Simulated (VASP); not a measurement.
A convergence study with VASP on TiC (rock salt): one setting is varied, all else stays as given below, so the limit is that of these other settings. Each run relaxes cell and ions from the cell shown. The basis is that of the starting cell, so low cut-offs carry a Pulay error.

```
CELL_PARAMETERS angstrom
      0.00000     2.16500     2.16500
      2.16500     0.00000     2.16500
      2.16500     2.16500     0.00000
ATOMIC_POSITIONS crystal
  Ti 0.00000 0.00000 0.00000
  C  0.50000 0.50000 0.50000
```

Method: PBE GGA, VASP's PBE PAW potentials (set 64) (plane waves; VASP). The tightest run used: 800 eV cut-off, 12×12×12 Γ-centred mesh, first-order Methfessel-Paxton smearing of 0.10 eV, potentials Ti_sv C.

The settings run are ENCUT = 250; ENCUT = 300; ENCUT = 350; ENCUT = 400; ENCUT = 450; ENCUT = 500; ENCUT = 550; ENCUT = 600; ENCUT = 650; ENCUT = 700; ENCUT = 750; ENCUT = 800. From which on does the relaxed volume stay within 0.1 Å³/atom of the tightest run?

From ENCUT = 400 on: it is off by 0.064 there and by no more than 0.1 in any finer run, while ENCUT = 350 is off by 0.148.
```json
[
 {"setting": "ENCUT = 250", "relaxed volume (Å³/atom)": "9.522", "E (eV/atom)": "-9.3876", "plane waves": "190", "difference judged (Å³/atom)": "0.652"},
 {"setting": "ENCUT = 300", "relaxed volume (Å³/atom)": "9.879", "E (eV/atom)": "-9.3623", "plane waves": "259", "difference judged (Å³/atom)": "0.295"},
 {"setting": "ENCUT = 350", "relaxed volume (Å³/atom)": "10.027", "E (eV/atom)": "-9.3508", "plane waves": "311", "difference judged (Å³/atom)": "0.148"},
 {"setting": "ENCUT = 400", "relaxed volume (Å³/atom)": "10.110", "E (eV/atom)": "-9.3534", "plane waves": "380", "difference judged (Å³/atom)": "0.064"},
 {"setting": "ENCUT = 450", "relaxed volume (Å³/atom)": "10.160", "E (eV/atom)": "-9.3552", "plane waves": "459", "difference judged (Å³/atom)": "0.014"},
 {"setting": "ENCUT = 500", "relaxed volume (Å³/atom)": "10.176", "E (eV/atom)": "-9.3548", "plane waves": "532", "difference judged (Å³/atom)": "0.001"},
 {"setting": "ENCUT = 550", "relaxed volume (Å³/atom)": "10.176", "E (eV/atom)": "-9.3546", "plane waves": "609", "difference judged (Å³/atom)": "0.002"},
 {"setting": "ENCUT = 600", "relaxed volume (Å³/atom)": "10.173", "E (eV/atom)": "-9.3550", "plane waves": "700", "difference judged (Å³/atom)": "0.002"},
 {"setting": "ENCUT = 650", "relaxed volume (Å³/atom)": "10.170", "E (eV/atom)": "-9.3557", "plane waves": "778", "difference judged (Å³/atom)": "0.004"},
 {"setting": "ENCUT = 700", "relaxed volume (Å³/atom)": "10.171", "E (eV/atom)": "-9.3565", "plane waves": "881", "difference judged (Å³/atom)": "0.004"},
 {"setting": "ENCUT = 750", "relaxed volume (Å³/atom)": "10.173", "E (eV/atom)": "-9.3569", "plane waves": "960", "difference judged (Å³/atom)": "0.002"},
 {"setting": "ENCUT = 800", "relaxed volume (Å³/atom)": "10.174", "E (eV/atom)": "-9.3572", "plane waves": "1056", "difference judged (Å³/atom)": "0.000"}
]
```

Left out are rungs that failed or repeat a setting and relaxations that didn't move; long series are thinned to 24 rows.

The compound is TiC in the rock salt structure.
